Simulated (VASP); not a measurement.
Energy against volume of SrVO3 (cubic perovskite). Computed with r2SCAN+rVV10, VASP's PBE PAW potentials (set 64) (plane waves; VASP). Numerical set-up: 520 eV cut-off, 8×8×8 Γ-centred mesh, first-order Methfessel-Paxton smearing of 0.10 eV, potentials Sr_sv V_sv O.

```tsv
V (Å³/atom)	E (eV/atom)
10.511	-12.24753
10.846	-12.27049
11.182	-12.27809
11.517	-12.27247
```

**Question.** Fit these four points and predict the energy of the run at 11.853 Å³/atom.

**Answer.** A cubic in V^(−2/3), the third-order Birch-Murnaghan form, passes through the four points with V0 = 11.20 Å³/atom and B0 = 209 GPa, and gives -12.2555 eV/atom there. The run gave -12.2559 eV/atom, -0.4 meV/atom from the fit; all five points give B0 = 206 GPa.

The compound is SrVO3 in the cubic perovskite structure. It was relaxed first. The run is not spin-polarised, so no magnetic state was tried.
